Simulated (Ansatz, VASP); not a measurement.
**In2Au in two plane-wave programs**

One calculation is typed for both programs; each brings its own data sets. How far apart do they land? The cell is taken from a series of runs on this material, whose earlier steps may have relaxed, scaled, displaced or heated it; both programs get it as it stands.

Method: plane waves, with VASP 6.6.1 beside it; PBEsol, in Ansatz 0.2.0.

### 1. Starting point

Symmetry: Fm-3m, No. 225, cubic system. The conventional cell has a = 6.538 Å, b = 6.538 Å, c = 6.538 Å, α = 90.00°, β = 90.00°, γ = 90.00°. In has 4 Au at 2.83 Å nearest. Nearest to Au lie 8 In at 2.83 Å. Farther neighbours are not listed.

Structure file:

```cif
data_structure
_symmetry_space_group_name_H-M 'P 1'
_symmetry_Int_Tables_number 1
_cell_length_a 4.6231
_cell_length_b 4.6231
_cell_length_c 4.6231
_cell_angle_alpha 60.000
_cell_angle_beta 60.000
_cell_angle_gamma 60.000
_cell_volume 69.87
loop_
_atom_site_label
_atom_site_type_symbol
_atom_site_fract_x
_atom_site_fract_y
_atom_site_fract_z
_atom_site_occupancy
In1 In 0.25000 0.25000 0.25000 1
In2 In 0.75000 0.75000 0.75000 1
Au3 Au 0.00000 0.00000 0.00000 1
```

### 2. Ansatz: zone-centre phonons, PBEsol

Ansatz runs on its default PAW (the set named soft_2) files.

Second derivatives magnify differences that forces hide, and they need a tight electronic threshold.

The input, input.yaml:

```yaml
crystal:
  lattice:
    - [0.0, 3.2690591855, 3.2690591855]
    - [3.2690591855, 0.0, 3.2690591855]
    - [3.2690591855, 3.2690591855, 0.0]
  atoms:
    - { symbol: In, position: [0.25, 0.25, 0.25] }
    - { symbol: In, position: [0.75, 0.75, 0.75] }
    - { symbol: Au, position: [0.0, 0.0, 0.0] }
kpoints:
  mp_grid: { grid: [4, 4, 4] }
hamiltonian:
  xc: pbesol
scf:
  occupations: { method: methfessel_paxton, width: 0.2 }
output:
  eigenvalues: true
phonons:
  method: dfpt
  qmesh: [2, 2, 2]
  temperatures: { t_max: 1000, t_step: 50 }
  qpath:
    path:
      - [[0.0, 0.0, 0.0], [0.5, 0.0, 0.5], [0.625, 0.25, 0.625]]
      - [[0.375, 0.375, 0.75], [0.0, 0.0, 0.0], [0.5, 0.5, 0.5], [0.5, 0.25, 0.75], [0.5, 0.0, 0.5]]
    npoints: 10
```

Command:

```
> ansatz run input.yaml --threads 8 --pin off --max-ram 16384MiB --backend cpu --events-out ev --progress --plain --runs-dir out
```

Numbers of over 12 decimals in the logs are rounded to 6 here.

The program printed:

```text
Engine: ansatz 0.2.0, aarch64-unknown-linux-gnu
Pseudopotentials: kind: paw
Pseudopotential: In, paw, valence charge 13, recommended cutoff 420 eV (normal), In.paw.azcp
Pseudopotential: Au, paw, valence charge 19, recommended cutoff 420 eV (normal), Au.paw.azcp
Functional definition: PBEsol
  exchange = pbesol_x
  correlation = pbesol_c
Crystal: 3 atoms, lattice volume = 69.871 Å³
Basis set: ecut = 420 eV, 1363 PW (Γ), exchange–correlation on 64×64×64 points (8 copies of the dense FFT grid, shifted against one another)
Bands: 27, of which v1, the nominal top of the filled ones, is band 23 counted from 1 (22 counted from 0)
Symmetry: 48 space group operations
k-points: 8 of 64
Non-local potential: In, projectors of the file, l = 0: 2, l = 1: 2, l = 2: 2, l = 3: 2
Non-local potential: Au, projectors of the file, l = 0: 3, l = 1: 2, l = 2: 2, l = 3: 1
PAW form: soft (Blöchl's): semilocal exchange-correlation on the pseudo side does not see the compensation charge
PAW frozen core: In, regenerated for the run's functional, and the local potential with it (the file was generated under x = pbe(κ = 0.804, μ = 0.219515), c = pbe(β = 0.066725))
PAW frozen core: Au, regenerated for the run's functional, and the local potential with it (the file was generated under x = pbe(κ = 0.804, μ = 0.219515), c = pbe(β = 0.066725))
PAW one-centre angular grid: In, 590 points (default); XC on 64 Gauss nodes
PAW one-centre angular grid: Au, 590 points (default); XC on 64 Gauss nodes
Initial density: superposition of atomic densities (neutral atoms: chi_scale 0, normalization atom), corrected by the library's trained network
Initial wavefunctions: pseudopotential atomic-orbital guess
Functional: x = pbesol(κ = 0.804, μ = 0.123457), c = pbesol(β = 0.046)
SCF iter   1: F=—  HF=-24058.654647 eV  |F-HF|=—  |Δ(HF+E_count)|=         —  Δρ=3.91e-3  dr2=8.15e-3  ethr=1.77e-3  ⟨swp⟩=5.6  Hψ=843  notcnv=0
preconditioner: auto → LDOS  [insulator: Δε(μ)=0.374 eV  Ē_g=13.694 eV  σ=0.200 eV  W_gap=0.86  n_scr=14 (ndim 8)  ℏωp=27.0 eV  f_vac=0.047  D(μ)=1.48/eV (n_scr^D=14)  ε∞_Penn≈4.9  β→1.0]
SCF iter   2: F=—  HF=-24058.654438 eV  |F-HF|=—  |Δ(HF+E_count)|=   2.08e-4  S|Δr|=    0.00e0  Δρ=2.60e-3  dr2=3.85e-3  ethr=1.81e-5  ⟨swp⟩=2.0  Hψ=426  notcnv=0
SCF iter   3: F=—  HF=-24058.652496 eV  |F-HF|=—  |Δ(HF+E_count)|=   1.94e-3  S|Δr|=    0.00e0  Δρ=4.01e-4  dr2=8.85e-5  ethr=8.56e-6  ⟨swp⟩=2.0  Hψ=349  notcnv=0
SCF iter   4: F=—  HF=-24058.652480 eV  |F-HF|=—  |Δ(HF+E_count)|=   1.59e-5  S|Δr|=    0.00e0  Δρ=6.23e-5  dr2=3.24e-6  ethr=1.97e-7  ⟨swp⟩=2.1  Hψ=345  notcnv=0
SCF iter   5: F=—  HF=-24058.652472 eV  |F-HF|=—  |Δ(HF+E_count)|=   7.98e-6  S|Δr|=    0.00e0  Δρ=1.83e-5  dr2=1.80e-7  ethr=7.21e-9  ⟨swp⟩=2.0  Hψ=276  notcnv=0
SCF iter   6: F=—  HF=-24058.652472 eV  |F-HF|=—  |Δ(HF+E_count)|=   3.26e-8  S|Δr|=    0.00e0  Δρ=2.10e-6  dr2=2.23e-9  ethr=4.00e-10  ⟨swp⟩=2.1  Hψ=377  notcnv=0
SCF iter   7: F=—  HF=-24058.652472 eV  |F-HF|=—  |Δ(HF+E_count)|=   1.07e-9  S|Δr|=    0.00e0  Δρ=2.55e-7  dr2=3.46e-11  ethr=4.96e-12  ⟨swp⟩=2.0  Hψ=392  notcnv=0
SCF iter   8: F=-24058.652472 eV  HF=-24058.652472 eV  |F-HF|=3.64e-12  |Δ(HF+E_count)|=  1.82e-11  S|Δr|=    0.00e0  Δρ=2.73e-8  dr2=3.87e-13  ethr=1.00e-12  ⟨swp⟩=6.4  Hψ=997  notcnv=0
SCF 1 converged in 8 iterations: F = -24058.652472 eV  dr2 = 3.87e-13
  greatest PAW one-centre occupation: 1.001 electrons in one spin orbital (limit 2), on the Au atom at site 2 (counted from 0), in its partial waves of l = 0
phonons: the bands overlap, so this run is a metal and interpolates without the dipole-dipole term. If the crystal is really an insulator or semiconductor, its LO-TO splitting is missing
NSCF: frozen V_eff on 8 k-points
NSCF: frozen V_eff on 13 k-points
DFPT response loops at q = (0, 0, 0) (fractional): preconditioner auto → Kerker (q_TF=auto, 2.535 Å⁻¹) (partly filled bands, converged f_vac=0.047); β = 1.00, the filter's whole step (`scf.mixing.beta` (0.50) is not read by the response loops under this deck's `scf.mixing.preconditioner`; to damp them name `kerker` or `kerker_dos`, under which they read `scf.mixing.beta`, and type it under 1.00, their step now; both keys bind the ground state too); Broyden in place of MSR1
NSCF: frozen V_eff on 48 k-points
DFPT response loops at q = (0, 0, -0.5) (fractional): mixed as the last ones told, above
NSCF: frozen V_eff on 36 k-points
DFPT response loops at q = (0, -0.5, -0.5) (fractional): mixed as the last ones told, above
SCF converged after 8 iterations
Stability not checked: this state was not tested for a lower state beside it, because cold or Methfessel-Paxton smearing, or corrected tetrahedra, fill the levels in a way that the test cannot read (fill_not_monotonic; see scf.lower_state_search)
Free energy (F): -24058.652472 eV
Harris-Foulkes:  -24058.652472 eV  (|F-HF|=3.64e-12)
Internal energy: -24058.648667 eV  (E = F + TS)
E sigma→0 (E₀):  -24058.651521 eV
Entropy (-TS):   -0.003805 eV (-1.268 meV/atom)
Fermi energy:    12.441793 eV
--- Per-component energies (eV) ---
  E_band       = -366.006692
  E_kinetic    = 1091.234177
  E_local      = -4709.717600  (includes V_loc(G=0)·N_el)
  E_nonlocal   = 811.017960
  E_hartree    = 1942.160093
  E_xc         = -655.104666
  E_vxc        = -476.432581  (∫ρ·V_xc dr)
  E_paw        = -17731.744405  (= ΣΔE_a)
  E_vpaw       = -966.430277  (= ΣTr[D̂ρ^β])
  E_aug_tail   = 0.001433  (compensation charges beyond the density's cutoff)
  E_ewald      = -4807.276942
  E_core_change = 0.781284  (= ΣΔE_core)
  E_smearing   = -0.003805  (= −TS)
  E_closure    = 0.000000  (closes the sum)
  Σ components = -24058.652472   (vs F -24058.652472, Δ=0.00e0)
--- Band table (eV; the first three rows and the last of 8) ---
  k-point 0: bands = [... 19 lower, 7.8118, 12.7340, 15.5801, 15.5801, 15.5801, 16.2312, 16.2312, 16.2312]
  k-point 1: bands = [... 19 lower, 7.7643, 10.5227, 13.8297, 14.1318, 14.1318, 16.0954, 16.5525, 16.5525]
  k-point 2: bands = [... 19 lower, 7.8045, 7.9088, 13.3743, 13.3743, 14.1995, 15.2584, 16.1143, 16.1143]
  k-point 7: bands = [... 19 lower, 8.0231, 8.6500, 8.6500, 10.4213, 16.1094, 16.1094, 17.5162, 18.2614]
--- Phonons (Γ-DFPT): 2 representative perturbations + reference (Σ response iterations 6) ---
  ASR residual: 6.564e-5 → 0.000e0 eV/Å²; symmetrization residual: 6.104e-5 eV/Å²
  ASR residual per site (eV/Å²): 3.93e-5 3.93e-5 6.56e-5
  Γ frequencies (cm⁻¹): 0.00 0.00 0.00 117.01 117.01 117.01 130.69 130.69 130.69
--- Phonons (arbitrary-q DFPT): 3 irreducible q on the 2×2×2 mesh ---
  q = [0.0000, 0.0000, 0.0000] (star 1, of the zone-centre solve; hermiticity 2.29e-5, symmetrization 3.41e-12): -0.00 0.00 0.00 117.01 117.01 117.01 130.69 130.69 130.69
  q = [0.0000, 0.0000, -0.5000] (star 4, 2 solved perturbations on 24 of 64 k-point pairs; hermiticity 1.30e-5, symmetrization 2.60e-6): 30.30 30.30 77.61 103.15 103.15 114.03 123.03 132.12 132.12
  q = [0.0000, -0.5000, -0.5000] (star 3, 4 solved perturbations in 62 linear systems a pass and spin channel, the states on 18 of 64 k-point pairs; hermiticity 9.86e-6, symmetrization 1.87e-8): 39.16 39.16 78.80 79.48 79.48 86.87 138.58 147.90 147.90
  sum rule: each row above includes the acoustic sum rule's correction from the zone centre's row sums; it moved no ω² by more than (0.31 cm⁻¹)²
  mesh force constants: q→R imaginary residual 4.37e-17; ASR residual 6.564e-5 → 0.000e0 eV/Å²; symmetrization residual 6.217e-15 eV/Å²
  interpolated dispersion: 62 rows × 9 modes
  density of states and harmonic sums: on the 16×16×16 q-mesh, interpolated from the force constants of a 2×2×2 supercell (no non-analytic term)
  largest difference from the sums on the solved wave vectors: F 1.11e-1 eV, S 1.43e-4 and C_V 3.23e-5 eV/K
  zero-point energy: 0.051947 eV/cell   skipped modes (ω ≤ 0): 3   left out of the sums: 8.14e-5 of the cell's modes: C_V's classical limit lies that fraction below 3 k_B per atom; for a crystal, a wire or a layer, F and S can be off by more, and a phonons.interpolated_qmesh denser along its periods is the remedy for the sampling
```

(Continued in part 2 of 2.)

[Lines on the potential files, build, host, timing and source positions are cut from VASP's logs without a mark.]

[Logs are printed without paths, hosts, clocks, repeated set-up lines and the standing remarks that a program may print on its own settings, such as how far it seeks lower states.]

[Hosts, paths, dates, database ids (printed as entryN), source tags and the programs' standing remarks are cut or masked in the printed files.]
